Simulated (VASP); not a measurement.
A run of VASP 6.6.1:

Contents of INCAR:

```
SYSTEM = Ga3BSb2
PREC = Normal
ENCUT = 520
EDIFF = 1E-5
ISMEAR = 0
SIGMA = 0.15
LREAL = Auto
LASPH = .TRUE.
NELM = 80
ALGO = Fast
ISIF = 2
LWAVE = .FALSE.
LCHARG = .FALSE.
GGA = PE
NBANDS = 64
```

File KPOINTS:

```
regular mesh
0
G
  7 7 2
  0 0 0
```

The input POSCAR:

```
Ga3BSb2
1.0
    7.0682000000      0.0000000000      0.0000000000
   -1.7670500000      3.0606200000      0.0000000000
    0.0000000000      0.0000000000     11.3127100000
Ga B Sb
6 2 4
Direct
    0.3333335000      0.3333330000      0.0260960000
    0.8333335000      0.3333330000      0.0260960000
    0.3333335000      0.3333330000      0.4219480000
    0.8333335000      0.3333330000      0.4219480000
    0.0000000000      0.0000000000      0.5923270000
    0.5000000000      0.0000000000      0.5923270000
    0.0000000000      0.0000000000      0.9176190000
    0.5000000000      0.0000000000      0.9176190000
    0.1666665000      0.6666670000      0.8090170000
    0.6666665000      0.6666670000      0.8090170000
    0.1666665000      0.6666670000      0.2329940000
    0.6666665000      0.6666670000      0.2329940000
```

Potentials or basis: VASP PAW PBE potentials, release 64 (Ga_d, B, Sb).

Launch:

```bash
$ cat potpaw_PBE.64/Ga_d/POTCAR potpaw_PBE.64/B/POTCAR potpaw_PBE.64/Sb/POTCAR > POTCAR
$ mpirun -np 1 vasp_std > vasp.out
```

Hardware: 1 thread of AMD EPYC 7R43 64-Core Processor (Zen 3) (shared host).

Question: Estimate the wall time of this run.

Answer: Wall time 4.2 min on 1 thread of AMD EPYC 7R43 64-Core Processor (Zen 3), with other jobs on the host, peak memory 0.39 GiB. Counts: scf iterations 14, k points 32.
